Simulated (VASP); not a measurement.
Consider the following.

```
PbO2
1.0
    1.65147     0.95348     5.00679
   -1.65147     0.95348     5.00679
    0.00000    -1.90695     5.00679
Pb O
1 2
Direct
  0.00000   0.00000   0.00000
  0.25200   0.25200   0.25200
  0.74800   0.74800   0.74800
```

Level of theory: PBE GGA, VASP's PBE PAW potentials (set 64) (plane waves; VASP). Settings: 400 eV cut-off, 6×6×6 Γ-centred mesh, Gaussian smearing of 0.050 eV, potentials Pb_d O.

Unless said otherwise, spin-orbit coupling is left out, though it shifts the bands of the heavy elements here.

**Question.** Give the energies of bands 8 to 15 at the high-symmetry points, in eV from the valence-band maximum.

**Answer.** 
| band | Γ | T | H2 | L | S0 | F |
|---|---|---|---|---|---|---|
| 8 | -5.65 | -5.47 | -6.75 | -6.56 | -6.75 | -6.73 |
| 9 | -0.99 | -1.36 | -3.22 | -3.69 | -3.09 | -3.97 |
| 10 | -0.99 | -1.09 | -2.94 | -2.11 | -3.07 | -2.26 |
| 11 | -0.36 | -1.09 | -2.27 | -1.85 | -2.33 | -1.43 |
| 12 | -0.36 | -0.27 | -0.46 | -0.60 | -0.46 | -0.23 |
| 13 | -0.24 | -0.27 | -0.39 | -0.43 | -0.41 | 0.00 |
| 14 | 0.72 | 2.08 | 3.25 | 2.96 | 3.28 | 2.58 |
| 15 | 5.35 | 5.09 | 7.51 | 6.36 | 7.56 | 5.65 |

The gap is indirect, 0.72 eV, from the valence maximum at F to the conduction minimum at Γ.

The structure was generated: PbO2 was put into an ordered model structure (R-3m), which need not be its known phase. The cell was not relaxed at this level.
